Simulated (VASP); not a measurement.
Output of a VASP run:

File OSZICAR:
```
       N       E                     dE             d eps       ncg     rms          rms(c)
DAV:   1     0.183216548716E+02    0.18322E+02   -0.76141E+03   638   0.136E+03
DAV:   2    -0.456588841666E+02   -0.63981E+02   -0.59486E+02   852   0.258E+02
DAV:   3    -0.487704215276E+02   -0.31115E+01   -0.30556E+01   852   0.474E+01
DAV:   4    -0.488100563102E+02   -0.39635E-01   -0.39600E-01   853   0.477E+00
DAV:   5    -0.488107124992E+02   -0.65619E-03   -0.65597E-03   809   0.497E-01    0.300E+01
DAV:   6    -0.432546132286E+02    0.55561E+01   -0.14410E+01   822   0.269E+01    0.238E+01
DAV:   7    -0.435102575468E+02   -0.25564E+00   -0.68119E-01   710   0.846E+00    0.153E+01
DAV:   8    -0.436318435840E+02   -0.12159E+00   -0.45772E-01   683   0.901E+00    0.266E+00
DAV:   9    -0.435835788896E+02    0.48265E-01   -0.25677E-01   668   0.755E+00    0.178E+00
DAV:  10    -0.435905778862E+02   -0.69990E-02   -0.45449E-02   817   0.155E+00    0.269E-01
DAV:  11    -0.435805954904E+02    0.99824E-02   -0.46357E-03   733   0.857E-01    0.632E-02
DAV:  12    -0.435907016288E+02   -0.10106E-01   -0.44097E-03   695   0.803E-01    0.129E-01
DAV:  13    -0.435910067924E+02   -0.30516E-03   -0.68108E-04   749   0.276E-01    0.268E-02
DAV:  14    -0.435909878349E+02    0.18957E-04   -0.33253E-05   748   0.742E-02    0.307E-02
DAV:  15    -0.435910367074E+02   -0.48872E-04   -0.30453E-05   728   0.614E-02    0.388E-02
DAV:  16    -0.435910230502E+02    0.13657E-04   -0.14333E-04   766   0.737E-02    0.886E-03
DAV:  17    -0.435910303967E+02   -0.73465E-05   -0.39099E-06   740   0.201E-02    0.709E-03
DAV:  18    -0.435910259400E+02    0.44567E-05   -0.82220E-07   724   0.869E-03    0.291E-03
DAV:  19    -0.435910337750E+02   -0.78350E-05   -0.61372E-07   751   0.878E-03    0.987E-04
DAV:  20    -0.435910332890E+02    0.48608E-06   -0.56441E-08   382   0.244E-03    0.423E-04
DAV:  21    -0.435910337610E+02   -0.47207E-06   -0.76527E-09   382   0.128E-03    0.401E-04
DAV:  22    -0.435910334842E+02    0.27680E-06   -0.29621E-09   376   0.578E-04    0.201E-04
DAV:  23    -0.435910336255E+02   -0.14124E-06   -0.90817E-10   349   0.397E-04    0.134E-04
DAV:  24    -0.435910335750E+02    0.50476E-07   -0.20897E-10   352   0.153E-04
   1 F= -.43591034E+02 E0= -.43591034E+02  d E =-.149856E-07
```

**OUTCAR**
```
------------------------ aborting loop because EDIFF is reached ----------------------------------------
  FORCE on cell =-STRESS in cart. coord.  units (eV):
  Direction    XX          YY          ZZ          XY          YZ          ZX
  --------------------------------------------------------------------------------------
  Total        0.0077380      0.0077380      0.0077380     -0.0000000     -0.0000000     -0.0000000
  in kB        0.4052834      0.4052834      0.4052834     -0.0000000     -0.0000000     -0.0000000
  external PRESSURE =       0.4052834 kB  Pullay stress =       0.0000000 kB
  volume of cell :       30.59
      direct lattice vectors                 reciprocal lattice vectors
     0.000000000  2.482276709  2.482276709    -0.201427987  0.201427987  0.201427987
     2.482276709  0.000000000  2.482276709     0.201427987 -0.201427987  0.201427987
     2.482276709  2.482276709  0.000000000     0.201427987  0.201427987 -0.201427987
 POSITION                                       TOTAL-FORCE (eV/Angst)
 -----------------------------------------------------------------------------------
      0.00000      0.00000      0.00000         0.000000      0.000000      0.000000
      2.48228      2.48228      2.48228        -0.000000     -0.000000     -0.000000
 -----------------------------------------------------------------------------------
    total drift:                                0.000000      0.000000      0.000000
  FREE ENERGIE OF THE ION-ELECTRON SYSTEM (eV)
  ---------------------------------------------------
  free  energy   TOTEN  =       -43.5910335750 eV

  energy  without entropy=      -43.5910335600  energy(sigma->0) =      -43.59103357
```
(Selected blocks of OUTCAR.)

### POSCAR
```
GdN
1
    0.0000000000     2.4822767095     2.4822767095
    2.4822767095     0.0000000000     2.4822767095
    2.4822767095     2.4822767095     0.0000000000
Gd N
1 1
Direct
  0.0000000000   0.0000000000   0.0000000000
  0.5000000000   0.5000000000   0.5000000000
```

Write an INCAR and KPOINTS that could have produced this output.

This is not unique; one that fits is the input of the run itself, r2SCAN meta-GGA, plane waves, VASP's PBE PAW potentials (set 64).

**KPOINTS**
```
Automatic
0
G
 8 8 8
0 0 0
```

**INCAR**
```
! general
SYSTEM   =  GdN
PREC     =  Accurate
ENCUT    =  600
LREAL    =  .FALSE.
LASPH    =  .TRUE.

! electronic loop
EDIFF    =  1E-7
NELM     =  100
ALGO     =  Normal
LMAXMIX  =  6
LMIXTAU  =  .TRUE.

! smearing
ISMEAR   =  0
SIGMA    =  0.05

! functional
METAGGA  =  R2SCAN

! ions
ISIF     =  2

! output
LWAVE    =  .FALSE.
LCHARG   =  .FALSE.
```

POTCAR, in this order: Gd_3 N (PBE.64 set). Program: vasp_std.

The 4f electrons are frozen in the core of the lanthanide potential, so 4f levels, which can set the real gap, and their magnetism are missing.

The compound is GdN in the rock salt structure. It was relaxed first.
